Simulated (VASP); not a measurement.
Consider the following.

```xyz
1
Lattice="0.0000 1.9600 1.9600 1.9600 0.0000 1.9600 1.9600 1.9600 0.0000" Properties=species:S:1:pos:R:3 pbc="T T T"
Pt     0.0000     0.0000     0.0000
```

Method: rev-vdW-DF2, VASP's PBE PAW potentials (set 64) (plane waves; VASP). Run with 520 eV cut-off, 14×14×14 Γ-centred mesh, first-order Methfessel-Paxton smearing of 0.10 eV, potentials Pt.

Energy and stress use the plane-wave basis of the starting cell.

Task: The ions, cell shape and volume are relaxed. Give the cell that the relaxation ends in.

Result: 
```xyz
1
Lattice="0.0000 1.9743 1.9743 1.9743 0.0000 1.9743 1.9743 1.9743 0.0000" Properties=species:S:1:pos:R:3 pbc="T T T"
Pt     0.0000     0.0000     0.0000
```
Space group Fm-3m (225), at a tolerance of 0.03 Å.

Task: How do energy and volume change from the first to the last step?

Result: The energy (σ→0) changes by -6.2 meV/atom and the volume by +2.2 %, in 4 ionic steps.

The compound is Pt in the fcc structure. This run relaxes it. Symmetry was kept, so distortions that lower it aren't found.
